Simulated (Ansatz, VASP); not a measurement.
## In3Sb in two plane-wave programs

Aim: how closely do two programs agree when they are given the same cell, functional and k mesh? The cell is generated by rule, not measured, and may not be a known phase. The cell is taken from a series of runs on this material, whose earlier steps may have relaxed, scaled, displaced or heated it; both programs get it as it stands.

Main program and level: Ansatz 0.2.0; plane waves, with VASP 6.6.1 beside it; single point at PBEsol.

The structure was built from a prototype and need not be the compound's stable phase.

## (1) Starting point

Symmetry: R-3m, No. 166, trigonal system. The conventional cell has a = 5.284 Å, b = 5.284 Å, c = 25.889 Å, α = 90.00°, β = 90.00°, γ = 120.00°. Nearest to Sb lie 11 In at 3.01 to 3.56 Å. Nearest to In lie 4 Sb at 3.01 to 3.12 Å and 4 In at 3.14 to 3.27 Å. Nearest to In lie 4 In at 3.21 to 3.33 Å and 4 Sb at 3.40 to 3.46 Å. In has 8 In at 3.27 to 3.33 Å and 6 Sb at 3.56 Å nearest. In has 8 In at 3.14 to 3.21 Å nearest. Farther neighbours are not listed.

## (2) Ansatz: single point, PBEsol, pair 1

Ansatz runs on its default PAW (the set named soft_2) files.

With cell and atoms fixed, the geometry can't cause a difference; cores, projectors, grids and the points listed under the comparison can.

Input file input.yaml:

```yaml
crystal:
  lattice:
    - [0.0, 3.7366996105, 3.7366996105]
    - [-3.7366996105, 3.7366996105, 0.0]
    - [-3.7366996105, -3.7366996105, 7.473399221]
  atoms:
    - { symbol: Sb, position: [0.0247212922, -0.0123606461, -0.0370819384] }
    - { symbol: Sb, position: [-0.0247212922, 0.5123606461, 0.5370819384] }
    - { symbol: In, position: [0.7424970338, 0.6287514831, 0.8862544493] }
    - { symbol: In, position: [0.7575029662, 0.1212485169, 0.3637455507] }
    - { symbol: In, position: [0.2575029662, 0.8712485169, 0.6137455507] }
    - { symbol: In, position: [0.2424970338, 0.3787514831, 0.1362544493] }
    - { symbol: In, position: [0.5, 0.25, 0.75] }
    - { symbol: In, position: [0.5, 0.75, 0.25] }
kpoints:
  mp_grid: { grid: [9, 9, 8] }
hamiltonian:
  xc: pbesol
scf:
  occupations: { method: methfessel_paxton, width: 0.15 }
output:
  forces: true
  stress: true
  eigenvalues: true
```

The run is started by

```console
$ ansatz run input.yaml --threads 4 --pin off --max-ram 7168MiB --backend cpu --events-out ev --progress --plain --runs-dir out
```

Numbers of over 12 decimals in the logs are rounded to 6 here.

The log of the run:

```text
Warning: crystal.symmetry: narrowed to the stabiliser of the k-point mesh — unitary ops 12 → 4; excluded 8 operations that carry a point of the 9×9×8 mesh (shift [0, 0, 0]) off the mesh (the run samples exactly the mesh kpoints.mp_grid names, as under crystal.symmetry.detect: false, and its converged state has the mesh's symmetry, not the crystal's; ε∞, the Born charges and the force constants of a linear response (`dielectric:` by the response, `phonons.method: dfpt`) are averaged over those of the crystal's operations that the state keeps within a tolerance, where `mesh_tensors`, `unaveraged_element` or `gamma_mean_max_change_ev_ang2` stands beside them; [rest of the remark cut]
Engine: ansatz 0.2.0, aarch64-unknown-linux-gnu
Pseudopotentials: kind: paw
Pseudopotential: Sb, paw, valence charge 15, recommended cutoff 420 eV (normal), Sb.paw.azcp
Pseudopotential: In, paw, valence charge 13, recommended cutoff 420 eV (normal), In.paw.azcp
Functional definition: PBEsol
  exchange = pbesol_x
  correlation = pbesol_c
Crystal: 8 atoms, lattice volume = 208.701 Å³
Basis set: ecut = 420 eV, 4121 PW (Γ), exchange–correlation on 72×72×128 points (8 copies of the dense FFT grid, shifted against one another)
Bands: 65, of which v1, the nominal top of the filled ones, is band 54 counted from 1 (53 counted from 0)
Symmetry: 4 space group operations
k-points: 185 of 648
Non-local potential: Sb, projectors of the file, l = 0: 2, l = 1: 2, l = 2: 2, l = 3: 2
Non-local potential: In, projectors of the file, l = 0: 2, l = 1: 2, l = 2: 2, l = 3: 2
PAW form: soft (Blöchl's): semilocal exchange-correlation on the pseudo side does not see the compensation charge
PAW frozen core: Sb, regenerated for the run's functional, and the local potential with it (the file was generated under x = pbe(κ = 0.804, μ = 0.219515), c = pbe(β = 0.066725))
PAW frozen core: In, regenerated for the run's functional, and the local potential with it (the file was generated under x = pbe(κ = 0.804, μ = 0.219515), c = pbe(β = 0.066725))
PAW one-centre angular grid: Sb, 590 points (default); XC on 64 Gauss nodes
PAW one-centre angular grid: In, 590 points (default); XC on 64 Gauss nodes
Initial density: superposition of atomic densities (neutral atoms: chi_scale 0, normalization atom), corrected by the library's trained network
Initial wavefunctions: pseudopotential atomic-orbital guess
Functional: x = pbesol(κ = 0.804, μ = 0.123457), c = pbesol(β = 0.046)
SCF iter   1: F=—  HF=-45968.319056 eV  |F-HF|=—  |Δ(HF+E_count)|=         —  Δρ=2.97e-3  dr2=2.54e-2  ethr=1.77e-3  ⟨swp⟩=7.8  Hψ=47812  notcnv=0
preconditioner: auto → Kerker (q_TF=auto, 2.445 Å⁻¹)  [metal: Δε(μ)=0.004 eV  Ē_g=13.781 eV  σ=0.150 eV  W_gap=0.02  n_scr=48 (ndim 8)  ℏωp=24.1 eV  f_vac=0.000  D(μ)=5.10/eV (n_scr^D=28)]
SCF iter   2: F=—  HF=-45968.301454 eV  |F-HF|=—  |Δ(HF+E_count)|=   1.76e-2  S|Δr|=    0.00e0  Δρ=1.71e-3  dr2=9.90e-3  ethr=2.35e-5  ⟨swp⟩=2.4  Hψ=21733  notcnv=0
SCF iter   3: F=—  HF=-45968.298846 eV  |F-HF|=—  |Δ(HF+E_count)|=   2.61e-3  S|Δr|=    0.00e0  Δρ=6.89e-4  dr2=7.79e-4  ethr=9.17e-6  ⟨swp⟩=2.0  Hψ=21439  notcnv=0
SCF iter   4: F=—  HF=-45968.298540 eV  |F-HF|=—  |Δ(HF+E_count)|=   3.06e-4  S|Δr|=    0.00e0  Δρ=1.94e-4  dr2=2.47e-4  ethr=7.22e-7  ⟨swp⟩=2.0  Hψ=21405  notcnv=0
SCF iter   5: F=—  HF=-45968.298496 eV  |F-HF|=—  |Δ(HF+E_count)|=   4.45e-5  S|Δr|=    0.00e0  Δρ=1.15e-4  dr2=5.40e-5  ethr=2.29e-7  ⟨swp⟩=1.6  Hψ=11705  notcnv=0
SCF iter   6: F=—  HF=-45968.298488 eV  |F-HF|=—  |Δ(HF+E_count)|=   7.55e-6  S|Δr|=    0.00e0  Δρ=2.34e-5  dr2=2.91e-6  ethr=5.00e-8  ⟨swp⟩=2.8  Hψ=20389  notcnv=0
SCF iter   7: F=-45968.298487 eV  HF=-45968.298487 eV  |F-HF|=7.17e-8  |Δ(HF+E_count)|=   6.27e-7  S|Δr|=    0.00e0  Δρ=4.32e-6  dr2=9.10e-8  ethr=9.26e-11  ⟨swp⟩=8.2  Hψ=63777  notcnv=0
SCF 1 converged in 7 iterations: F = -45968.298487 eV  dr2 = 9.10e-8
  greatest PAW one-centre occupation: 0.996 electrons in one spin orbital (limit 2), on the Sb atom at site 1 (counted from 0), in its partial waves of l = 2
SCF converged after 7 iterations
Stability not checked: this state was not tested for a lower state beside it, because cold or Methfessel-Paxton smearing, or corrected tetrahedra, fill the levels in a way that the test cannot read (fill_not_monotonic; see scf.lower_state_search)
Free energy (F): -45968.298487 eV
Harris-Foulkes:  -45968.298487 eV  (|F-HF|=7.17e-8)
Internal energy: -45968.295090 eV  (E = F + TS)
E sigma→0 (E₀):  -45968.297638 eV
Entropy (-TS):   -0.003398 eV (-0.425 meV/atom)
Fermi energy:    10.611787 eV
--- Per-component energies (eV) ---
  E_band       = -427.752590
  E_kinetic    = 1866.075379
  E_local      = -9371.254768  (includes V_loc(G=0)·N_el)
  E_nonlocal   = 2932.062304
  E_hartree    = 3859.935646
  E_xc         = -1561.341218
  E_vxc        = -798.275429  (∫ρ·V_xc dr)
  E_paw        = -33485.722027  (= ΣΔE_a)
  E_vpaw       = -2776.249134  (= ΣTr[D̂ρ^β])
  E_aug_tail   = 0.000148  (compensation charges beyond the density's cutoff)
  E_ewald      = -10210.129683
  E_core_change = 2.079129  (= ΣΔE_core)
  E_smearing   = -0.003398  (= −TS)
  E_closure    = -0.000000  (closes the sum)
  Σ components = -45968.298487   (vs F -45968.298487, Δ=0.00e0)
--- Forces (eV/Å), atoms counted from 1 ---
  atom   1  Sb    -0.06088298    -0.06088298     0.06582100
  atom   2  Sb     0.06088298     0.06088298    -0.06582100
  atom   3  In    -0.07065720    -0.07065720     0.07566264
  atom   4  In     0.06353406     0.06353406    -0.05840001
  atom   5  In     0.07065720     0.07065720    -0.07566264
  atom   6  In    -0.06353406    -0.06353406     0.05840001
  atom   7  In     0.00000000    -0.00000000    -0.00000000
  atom   8  In     0.00000000     0.00000000    -0.00000000
  max |Σ_I F_I| component: 1.39e-17 eV/Å
--- Stress (GPa, compression-positive) ---
        0.468204       0.432714      -0.453813
        0.432714       0.468204      -0.453813
       -0.453813      -0.453813       0.440087
  P = ⅓ Tr σ = 0.4588 GPa (4.588 kbar)
--- Band table (eV; the first three rows and the last of 185) ---
  k-point 0: bands = [... 50 lower, 8.8889, 9.2132, 9.5080, 9.5084, 9.9416, 10.4010, 10.4014, 10.7328, ... 7 higher]
  k-point 1: bands = [... 50 lower, 8.8417, 9.0186, 9.5563, 9.5566, 10.1386, 10.4627, 10.4631, 10.4951, ... 7 higher]
  k-point 2: bands = [... 50 lower, 8.7366, 9.0686, 9.6215, 9.6928, 9.6931, 10.5357, 10.5360, 10.7332, ... 7 higher]
  k-point 184: bands = [... 50 lower, 9.2372, 9.5140, 9.5313, 10.0748, 11.6897, 11.8953, 12.4933, 12.6207, ... 7 higher]
```

Reading the cycles: dr2 is the Hartree energy of the density residual (eV), the measure of convergence; HF is the Harris–Foulkes estimate of the energy, which meets the free energy F at convergence.

The run ends at a pressure of 0.46 GPa, with forces up to 0.13 eV/Å.

## (3) VASP: single point, PBEsol, pair 1

The same cell, functional, mesh and smearing now go to VASP, with its own data sets.

Lines of VASP's logs that name or quote its potential files are left out, and so is its time.

Input file INCAR:

```
SYSTEM = In3Sb
PREC = Accurate
ENCUT = 500
EDIFF = 1E-06
NELM = 120
ISMEAR = 1
SIGMA = 0.15
LREAL = .FALSE.
ALGO = Normal
GGA = PS
NBANDS = 54
LORBIT = 11
LWAVE = .FALSE.
LCHARG = .FALSE.
ISIF = 2
LASPH = .TRUE.
GGA_COMPAT = .FALSE.
KPAR = 2
```

Input file POSCAR:

```
In3Sb
1.0
    0.0000000000      3.7366996105      3.7366996105
   -3.7366996105      3.7366996105      0.0000000000
   -3.7366996105     -3.7366996105      7.4733992210
Sb In
2 6
Direct
    0.0247212923      0.9876393539      0.9629180615
    0.9752787077      0.5123606461      0.5370819383
    0.7424970338      0.6287514831      0.8862544492
    0.7575029662      0.1212485169      0.3637455506
    0.2575029662      0.8712485169      0.6137455506
    0.2424970338      0.3787514831      0.1362544492
    0.5000000000      0.2500000000      0.7499999999
    0.5000000000      0.7500000000      0.2499999999
```

Input file KPOINTS:

```
Automatic mesh
0
Gamma
9 9 8
0 0 0
```

PAW data sets: Sb and In_d (PBE family, release 64).

The run is started by

```console
$ mpirun -np 2 vasp_std
```

The log of the run:

```text
[banner, memory and clock lines left out]
running    2 mpi-ranks, on    1 nodes
 distrk:  each k-point on    1 cores,    2 groups
 distr:  one band on    1 cores,    1 groups

 POSCAR found type information on POSCAR SbIn
 POSCAR found :  2 types and       8 ions
|                                                                             |
|               ----> ADVICE to this user running VASP <----                  |
|                                                                             |
|     You enforced a specific xc type in the INCAR file but a different       |
|     [... a line on the potential file left out ...]
|     I HOPE YOU KNOW WHAT YOU ARE DOING!                                     |
|                                                                             |

 LDA part: xc-table for (Slater+PW92), standard interpolation
|                                                                             |
|           W    W    AA    RRRRR   N    N  II  N    N   GGGG   !!!           |
|           W    W   A  A   R    R  NN   N  II  NN   N  G    G  !!!           |
|           W    W  A    A  R    R  N N  N  II  N N  N  G       !!!           |
|           W WW W  AAAAAA  RRRRR   N  N N  II  N  N N  G  GGG   !            |
|           WW  WW  A    A  R   R   N   NN  II  N   NN  G    G                |
|           W    W  A    A  R    R  N    N  II  N    N   GGGG   !!!           |
|                                                                             |
|     Your reciprocal lattice and k-lattice belong to different lattice       |
|     classes:                                                                |
|                                                                             |
|        The reciprocal lattice is rhombohedral (trigonal),                   |
|        whereas your k-lattice is base-centered monoclinic.                  |
|                                                                             |
|     Results are often still useful ...                                      |
|                                                                             |

 POSCAR, INCAR and KPOINTS ok, starting setup
 FFT: planning ... GRIDC
 FFT: planning ... GRID_SOFT
 FFT: planning ... GRID
 WAVECAR not read
 entering main loop
       N       E                     dE             d eps       ncg     rms          rms(c)
DAV:   1     0.902080713149E+03    0.90208E+03   -0.38973E+04 19986   0.200E+03
DAV:   2     0.883469311512E+02   -0.81373E+03   -0.80046E+03 19980   0.524E+02
DAV:   3    -0.205603923031E+02   -0.10891E+03   -0.10638E+03 22098   0.208E+02
DAV:   4    -0.267712690387E+02   -0.62109E+01   -0.61325E+01 23804   0.518E+01
DAV:   5    -0.269995105749E+02   -0.22824E+00   -0.22813E+00 27578   0.887E+00    0.655E+00
DAV:   6    -0.267541272711E+02    0.24538E+00   -0.55749E-01 25292   0.741E+00    0.324E+00
DAV:   7    -0.267157128424E+02    0.38414E-01   -0.20137E-01 26580   0.384E+00    0.834E-01
DAV:   8    -0.267117631566E+02    0.39497E-02   -0.20987E-02 26146   0.163E+00    0.504E-01
DAV:   9    -0.267110295740E+02    0.73358E-03   -0.41477E-03 27464   0.834E-01    0.904E-02
DAV:  10    -0.267110378903E+02   -0.83163E-05   -0.48533E-04 29906   0.332E-01    0.466E-02
DAV:  11    -0.267110410830E+02   -0.31927E-05   -0.68930E-05 28748   0.602E-02    0.213E-02
DAV:  12    -0.267110415095E+02   -0.42658E-06   -0.73604E-06 20852   0.318E-02
   1 F= -.26711042E+02 E0= -.26709907E+02  d E =-.340410E-02
```

OUTCAR, selected parts (step 3):

```text
ion  position               nearest neighbor table
   1  0.025  0.988  0.963-   5 3.01   3 3.12   3 3.12   3 3.12   6 3.40   6 3.40   6 3.40   4 3.46
                             7 3.56   7 3.56   7 3.56
   2  0.975  0.512  0.537-   3 3.01   5 3.12   5 3.12   5 3.12   4 3.40   4 3.40   4 3.40   6 3.46
                             7 3.56   7 3.56   7 3.56
   3  0.742  0.629  0.886-   2 3.01   1 3.12   1 3.12   1 3.12   8 3.14   7 3.27   7 3.27   7 3.27
                             6 3.74   6 3.74   6 3.74   5 3.85   5 3.85   5 3.85
   4  0.758  0.121  0.364-   8 3.21   8 3.21   8 3.21   7 3.33   2 3.40   2 3.40   2 3.40   1 3.46
                             6 3.63   6 3.63   6 3.63   5 3.74   5 3.74   5 3.74
   5  0.258  0.871  0.614-   1 3.01   2 3.12   2 3.12   2 3.12   8 3.14   7 3.27   7 3.27   7 3.27
                             4 3.74   4 3.74   4 3.74   3 3.85   3 3.85   3 3.85
   6  0.242  0.379  0.136-   8 3.21   8 3.21   8 3.21   7 3.33   1 3.40   1 3.40   1 3.40   2 3.46
                             4 3.63   4 3.63   4 3.63   3 3.74   3 3.74   3 3.74
   7  0.500  0.250  0.750-   5 3.27   5 3.27   5 3.27   3 3.27   3 3.27   3 3.27   4 3.33   6 3.33
                             1 3.56   2 3.56   2 3.56   1 3.56   2 3.56   1 3.56
   8  0.500  0.750  0.250-   3 3.14   5 3.14   6 3.21   4 3.21   4 3.21   6 3.21   6 3.21   4 3.21

  LATTYP: Found a trigonal (rhomboedric) cell.
 ALAT       =     9.1530073678
 COS(alpha) =     0.8333333333

 Subroutine GETGRP returns: Found 12 space group operations
 (whereof  6 operations were pure point group operations)

The static configuration has the point symmetry C_3v.
 The point group associated with its full space group is D_3d.

 Found    185 irreducible k-points:

   k-points           NKPTS =    185   k-points in BZ     NKDIM =    185   number of bands    NBANDS=     54

   dimension x,y,z NGX =    40 NGY =   40 NGZ =   70
   dimension x,y,z NGXF=    80 NGYF=   80 NGZF=  140

   ENCUT  =  500.0 eV  36.75 Ry    6.06 a.u.   9.63  9.63 16.69*2*pi/ulx,y,z

   NELECT =      88.0000    total number of electrons

 k-points in reciprocal lattice and weights: Automatic mesh
   0.00000000  0.00000000  0.00000000       0.002
   0.11111111  0.00000000  0.00000000       0.003
   0.22222222  0.00000000  0.00000000       0.003
   0.33333333  0.00000000  0.00000000       0.003
   0.44444444  0.00000000  0.00000000       0.003
   0.00000000  0.11111111 -0.00000000       0.006
   0.22222222  0.11111111  0.00000000       0.006
   0.33333333  0.11111111  0.00000000       0.006
   0.44444444  0.11111111  0.00000000       0.006
[...]
-0.44444444  0.44444444  0.50000000       0.006
  -0.33333333  0.44444444  0.50000000       0.006

 average (electrostatic) potential at core
       1 -84.8220       2 -84.8220       3 -93.3854       4 -93.2881       5 -93.3854
       6 -93.2881       7 -93.3855       8 -93.3665

 E-fermi :   7.7449

 k-point     1 :       0.0000    0.0000    0.0000
  band No.  band energies     occupation
    ...
     43       6.6386      2.00000
     44       6.6386      2.00000
     45       7.0715      2.00000
     46       7.5327      2.06244
     47       7.5327      2.06244
     48       7.8658      0.01664
     49       8.4385     -0.00000
     50       8.5303     -0.00000
     51       8.5303     -0.00000
     52       9.7995     -0.00000
    ...

 k-point     2 :       0.1111    0.0000    0.0000
  band No.  band energies     occupation
    ...
     43       6.9021      2.00000
     44       7.1159      2.00000
     45       7.3173      2.00042
     46       7.5883      2.05822
     47       7.7452      0.99669
     48       8.3699     -0.00000
     49       8.4763     -0.00000
     50       8.5369     -0.00000
     51       8.9907     -0.00000
     52       9.7730     -0.00000
    ...

 k-point     3 :       0.2222    0.0000    0.0000
  band No.  band energies     occupation
    ...
     42       6.6238      2.00000
     43       6.8138      2.00000
     44       7.1331      2.00000
     45       7.3096      2.00032
     46       7.5473      2.06860
     47       8.3439     -0.00000
     48       8.9280     -0.00000
     49       9.0314     -0.00000
     50       9.1725     -0.00000
     51      10.2174     -0.00000
    ...

  Total        0.6003083      0.6003083      0.6003083      0.5853916     -0.5853916     -0.5853916
  in kB        4.6085083      4.6085083      4.6085083      4.4939945     -4.4939945     -4.4939945
  external PRESSURE =       4.6085083 kB  Pullay stress =       0.0000000 kB

  energy-cutoff  :      500.00
  volume of cell :      208.70
      direct lattice vectors                 reciprocal lattice vectors
     0.000000000  3.736699611  3.736699611     0.133807919  0.133807919  0.133807919
    -3.736699611  3.736699611  0.000000000    -0.200711879  0.066903960 -0.066903960
    -3.736699611 -3.736699611  7.473399221    -0.066903960 -0.066903960  0.066903960

 POSITION                                       TOTAL-FORCE (eV/Angst)
 -----------------------------------------------------------------------------------
     -7.28865      0.18475      7.28865        -0.067609     -0.067609      0.067609
     -3.92145      3.55195      7.65815         0.067609      0.067609     -0.067609
     -5.66112      1.81228      9.39782        -0.074769     -0.074769      0.074769
     -1.81228      1.92442      5.54898         0.062068      0.062068     -0.062068
     -5.54898      1.92442      5.54898         0.074769      0.074769     -0.074769
     -1.92442      1.81228      1.92442        -0.062068     -0.062068      0.062068
     -3.73670      0.00000      7.47340        -0.000000      0.000000     -0.000000
     -3.73670      3.73670      3.73670         0.000000      0.000000      0.000000
 -----------------------------------------------------------------------------------
    total drift:                               -0.000000      0.000000      0.000001

  FREE ENERGIE OF THE ION-ELECTRON SYSTEM (eV)
  ---------------------------------------------------
  free  energy   TOTEN  =       -26.7110415095 eV

  energy  without entropy=      -26.7076374141  energy(sigma->0) =      -26.70990681

 total charge
# of ion       s       p       d       tot
------------------------------------------
    1        1.227   1.127   0.032   2.386
    2        1.227   1.127   0.032   2.386
    3        0.974   0.543   9.863  11.380
    4        1.025   0.438   9.852  11.315
    5        0.974   0.543   9.863  11.380
    6        1.025   0.438   9.852  11.315
    7        1.034   0.449   9.854  11.337
    8        1.002   0.503   9.848  11.353
--------------------------------------------------
tot          8.488   5.168  59.196  72.852

[... 3 further parts left out ...]
```

The run ends at a pressure of 0.46 GPa, with forces up to 0.13 eV/Å.

## (4) Differences

Known differences besides the potentials themselves: the data sets hold 108 valence electrons in Ansatz (on its default PAW (the set named soft_2) files) and 88 in VASP; the cutoff is 420 eV in Ansatz and 500 eV in VASP; Ansatz makes its cores anew for this functional, VASP keeps those of its PBE data sets. Total energies have different zeros and are not compared.

Both answers:

```csv
quantity,Ansatz,VASP,difference
pressure (GPa),0.46,0.46,0.00
```

Forces (eV/Å; atoms numbered as in POSCAR):

```csv
atom,"Ansatz x, y, z","VASP x, y, z"
Sb1,"-0.061, -0.061, 0.066","-0.068, -0.068, 0.068"
Sb2,"0.061, 0.061, -0.066","0.068, 0.068, -0.068"
In3,"-0.071, -0.071, 0.076","-0.075, -0.075, 0.075"
In4,"0.064, 0.064, -0.058","0.062, 0.062, -0.062"
In5,"0.071, 0.071, -0.076","0.075, 0.075, -0.075"
In6,"-0.064, -0.064, 0.058","-0.062, -0.062, 0.062"
In7,"0.000, 0.000, 0.000","0.000, 0.000, 0.000"
In8,"0.000, 0.000, 0.000","0.000, 0.000, 0.000"
```

The forces differ by 3.5 meV/Å r.m.s., which is 5.9 % of the r.m.s. force of 0.059 eV/Å (both taken over all components).

(Continued in part 2 of 2.)

[Lines on the potential files, build, host, timing and source positions are cut from VASP's logs without a mark.]

[Logs are printed without paths, hosts, clocks, repeated set-up lines and the standing remarks that a program may print on its own settings, such as how far it seeks lower states.]

[Hosts, paths, dates, database ids (printed as entryN), source tags and the programs' standing remarks are cut or masked in the printed files.]
